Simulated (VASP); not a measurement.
Write the native input for VASP 6.6.1 that does the following.

| Property | Result |
| --- | --- |
| Task | relaxation of cell and atoms |
| Functional | AM05 |
| Potentials or basis | VASP PAW PBE potentials, release 64 (Na_pv, Te, H) |
| Cutoff | 600 eV |
| k mesh | 6 × 6 × 6 |
| Occupations | gaussian, width 0.03 eV |
| Spin | no spin polarisation |
| Further INCAR settings | ALGO = Normal; EDIFF = 1e-06; IBRION = 2; EDIFFG = -0.01; NSW = 90; ISIF = 3 |

The structure of Na3TeH lies in POSCAR:

```
Na3TeH
1.0
    4.7671700000      0.0000000000      0.0000000000
    0.0000000000      4.7671700000      0.0000000000
    0.0000000000      0.0000000000      4.7671700000
Na Te H
3 1 1
Direct
    0.5000000000      0.0000000000      0.5000000000
    0.0000000000      0.5000000000      0.5000000000
    0.5000000000      0.5000000000      0.0000000000
    0.0000000000      0.0000000000      0.0000000000
    0.5000000000      0.5000000000      0.5000000000
```

The cell was built by a generator and needn't be a form met in nature.

One way to write it, as run:

INCAR

```
PREC = Accurate ; ENCUT = 600
EDIFF = 1E-6 ; ISMEAR = 0
SIGMA = 0.03 ; LREAL = F
LASPH = T ; NELM = 80
ALGO = Normal ; ISIF = 3
LWAVE = F ; LCHARG = F
GGA = AM ; IBRION = 2
NSW = 90 ; EDIFFG = -0.01
```

KPOINTS

```
Automatic mesh
0
Gamma
  6 6 6
```

Potentials or basis: VASP PAW PBE potentials, release 64 (Na_pv, Te, H).

Launch:

```console
$ cat potpaw_PBE.64/Na_pv/POTCAR potpaw_PBE.64/Te/POTCAR potpaw_PBE.64/H/POTCAR > POTCAR
$ mpirun -np 1 vasp_std > vasp.out
```

It gave:

```json
{
  "Relaxed volume": "21.39 Å³/atom",
  "Relaxed cell": "a = 4.747 Å, b = 4.747 Å, c = 4.747 Å, α = 90.00°, β = 90.00°, γ = 90.00°",
  "Space group after relaxing (to 0.05 Å)": "Pm-3m (No. 221)",
  "Energy gained by relaxing": "0.4 meV/atom",
  "Ionic steps": "3",
  "Pressure after relaxing": "0.0 GPa",
  "Band gap on the k mesh": "2.63 eV, indirect (least direct gap 2.81 eV)"
}
```

Caveat: the PAW data sets were made with another functional, which shifts forces and pressure a little; spin-orbit coupling is left out, which moves the levels of the heavy elements.

Run time: 38 s on 1 thread of Intel(R) Xeon(R) 6975P-C (Granite Rapids), with other jobs on the host, peak memory 0.27 GiB.
